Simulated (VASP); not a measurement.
Consider the following.

```yaml
crystal:
  lattice:
    - [0.00000, 1.78271, 1.78271]
    - [1.78271, 0.00000, 1.78271]
    - [1.78271, 1.78271, 0.00000]
  atoms:
    - { symbol: C, position: [0.00000, 0.00000, 0.00000] }
    - { symbol: C, position: [0.25000, 0.25000, 0.25000] }
```

Level of theory: PBE GGA with D3 dispersion (zero damping), VASP's PBE PAW potentials (set 64) (plane waves; VASP 6.6.1). Settings: 520 eV cut-off, Gaussian smearing of 0.050 eV, potentials C.

Problem. Estimate the band gap (along the path) with the smallest direct gap where there is one.

Solution. 
| Property | Value |
|---|---|
| band gap (along the path) | 4.13 eV |
| smallest direct gap (along the path) | 5.59 eV |

Total energies compare only between runs with the same potentials, cut-off and functional.

The compound is C in the diamond structure. It was relaxed first.
